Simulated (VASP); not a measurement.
Input:

```
Bi2S3
1.0
   11.49852     0.00000     0.00000
    0.00000     3.96501     0.00000
    0.00000     0.00000    11.06910
Bi S
8 12
Direct
  0.01755   0.25000   0.32634
  0.98245   0.75000   0.67366
  0.48245   0.75000   0.82634
  0.51755   0.25000   0.17366
  0.15647   0.75000   0.03264
  0.84353   0.25000   0.96736
  0.34353   0.25000   0.53264
  0.65647   0.75000   0.46736
  0.45179   0.75000   0.37125
  0.54821   0.25000   0.62875
  0.04821   0.25000   0.87125
  0.95179   0.75000   0.12875
  0.12160   0.75000   0.44355
  0.87840   0.25000   0.55645
  0.37840   0.25000   0.94355
  0.62160   0.75000   0.05645
  0.71064   0.25000   0.30866
  0.28936   0.75000   0.69134
  0.78936   0.75000   0.80866
  0.21064   0.25000   0.19134
```

The numbers are results of PBE GGA, VASP's PBE PAW potentials (set 64) (plane waves; VASP), not measurements. Run with LREAL = Auto, 300 eV cut-off, 2×5×2 Γ-centred mesh, Gaussian smearing of 0.010 eV, potentials Bi_d S.

At this cut-off the stress carries a Pulay error, which pulls relaxed volumes low.

**Question.** Which forces act on the atoms, in eV/Å?

**Answer.** 
| atom | Fx | Fy | Fz |
|---|---|---|---|
| Bi1 | -0.317 | 0.000 | -0.088 |
| Bi2 | 0.317 | 0.000 | 0.088 |
| Bi3 | 0.317 | 0.000 | -0.088 |
| Bi4 | -0.317 | 0.000 | 0.088 |
| Bi5 | 0.251 | 0.000 | -0.245 |
| Bi6 | -0.251 | 0.000 | 0.245 |
| Bi7 | -0.251 | 0.000 | -0.245 |
| Bi8 | 0.251 | 0.000 | 0.245 |
| S9 | -0.227 | 0.000 | -0.157 |
| S10 | 0.227 | 0.000 | 0.157 |
| S11 | 0.227 | 0.000 | -0.157 |
| S12 | -0.227 | 0.000 | 0.157 |
| S13 | 0.251 | 0.000 | 0.159 |
| S14 | -0.251 | 0.000 | -0.159 |
| S15 | -0.251 | 0.000 | 0.159 |
| S16 | 0.251 | 0.000 | -0.159 |
| S17 | 0.301 | 0.000 | -0.130 |
| S18 | -0.301 | 0.000 | 0.130 |
| S19 | -0.301 | 0.000 | -0.130 |
| S20 | 0.301 | 0.000 | 0.130 |

**Question.** Give the stress tensor in GPa (positive for a compressed cell).

**Answer.** 
```
2.58  0.00  0.00
0.00  2.79  0.00
0.00  0.00  2.54
```
The pressure is its mean diagonal, 2.64 GPa.

The structure comes from a computed database's Bi2S3 entry, a phase known from measurement. The cell was not relaxed at this level.
